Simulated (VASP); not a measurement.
CaC2, 3 atoms in the cell. Symmetry: I4/mmm, No. 139, tetragonal system. Conventional cell: a = 3.798 Å, b = 3.798 Å, c = 6.301 Å, α = 90.00°, β = 90.00°, γ = 90.00°. Ca (site symmetry 4/mmm) has 10 C at 2.52 to 2.76 Å as nearest neighbours. C (site symmetry 4mm) is surrounded by 1 C at 1.25 Å. The cell comes from a database or a generator and needn't be the stable form of this composition. The cell isn't the ideal one: a relaxed cell with its volume scaled by 0.98.

| Item | Value |
| --- | --- |
| Program | VASP 6.6.1 |
| Task | relaxation of shape and atoms at fixed volume |
| Functional | PBEsol |
| Potentials or basis | VASP PAW PBE potentials, release 64 (Ca_sv, C) |
| Cutoff | 600 eV |
| k mesh | 10 × 10 × 10 |
| Occupations | gaussian, width 0.03 eV |
| Spin | no spin polarisation |
| Further INCAR settings | ALGO = Normal; EDIFF = 1e-07; IBRION = 2; EDIFFG = -0.01; NSW = 40; ISIF = 4 |

Potentials or basis: VASP PAW PBE potentials, release 64 (Ca_sv, C).

Launch:

```bash
$ cat potpaw_PBE.64/Ca_sv/POTCAR potpaw_PBE.64/C/POTCAR > POTCAR
$ mpirun -np 1 vasp_std > vasp.out
```

Hardware: 1 thread of Intel(R) Xeon(R) 6975P-C (Granite Rapids) (shared host).

Q: Estimate the wall time of this run.

A: Run time: 2.4 min on 1 thread of Intel(R) Xeon(R) 6975P-C (Granite Rapids) (shared host), peak memory 0.25 GiB. Counts: scf iterations 53, k points 102, ion steps 7.
